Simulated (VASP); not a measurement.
OSZICAR of a VASP run on Au (fcc):

### OSZICAR
```
       N       E                     dE             d eps       ncg     rms          rms(c)
DAV:   1     0.461211929268E+02    0.46121E+02   -0.57850E+03  2048   0.108E+03
DAV:   2    -0.417711604583E+00   -0.46539E+02   -0.43557E+02  1928   0.199E+02
DAV:   3    -0.834490279061E+00   -0.41678E+00   -0.41643E+00  2223   0.195E+01
DAV:   4    -0.835687445432E+00   -0.11972E-02   -0.11972E-02  2181   0.111E+00
DAV:   5    -0.835695282925E+00   -0.78375E-05   -0.78378E-05  2122   0.847E-02    0.777E+00
DAV:   6    -0.600364072214E+00    0.23533E+00   -0.81100E-01  1921   0.862E+00    0.503E+00
DAV:   7    -0.584754249050E+00    0.15610E-01   -0.57135E-02  2033   0.226E+00    0.252E+00
DAV:   8    -0.582538599920E+00    0.22156E-02   -0.15256E-03  2035   0.464E-01    0.209E-01
DAV:   9    -0.582528732503E+00    0.98674E-05   -0.19311E-05  2042   0.484E-02    0.135E-02
DAV:  10    -0.582534185540E+00   -0.54530E-05   -0.37061E-06  1941   0.262E-02    0.305E-03
DAV:  11    -0.582534156319E+00    0.29221E-07   -0.50245E-08   988   0.236E-03
   1 F= -.58253416E+00 E0= -.58262001E+00  d E =-.582534E+00
```

### Question
Which electronic solver shows in the log?

### Answer
It is blocked Davidson (ALGO = Normal, or the opening steps of other solvers). The INCAR had ALGO = Normal.

### Question
Can the final energy be trusted as converged?

### Answer
Self-consistency was reached. It stopped with EDIFF = 1E-6, NELM = 100, NSW = 60 and EDIFFG = -0.01 after 1 ionic step (optB88-vdW, plane waves, VASP's PBE PAW potentials (set 64)).

The compound is Au in the fcc structure. It was relaxed first, which changed the volume by +6 %. The start is the result of an earlier pass.
